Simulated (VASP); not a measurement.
Here is the system:

```
NaI
1.0
    0.00000     3.19801     3.19801
    3.19801     0.00000     3.19801
    3.19801     3.19801     0.00000
Na I
1 1
Cartesian
  0.00000   0.00000   0.00000
  3.19801   3.19801   3.19801
```

These are PBEsol GGA, VASP's PBE PAW potentials (set 64) (plane waves; VASP) values and carry that method's errors. Settings: 400 eV cut-off, 9×9×9 Γ-centred mesh, Gaussian smearing of 0.010 eV, potentials Na_pv I.

Unless said otherwise, spin-orbit coupling is left out, though it shifts the bands of the heavy elements here.

Q: Estimate the energy per atom (σ→0), band gap (on the k-mesh) with the smallest direct gap where there is one.

A: 
The band gap (on the k-mesh) is 3.60 eV and the smallest direct gap (on the k-mesh) is 3.60 eV. The energy per atom (σ→0) comes out as -2.834 eV/atom.

Only differences to runs with the same potentials and settings are physical.

The compound is NaI in the rock salt structure. It was relaxed first.
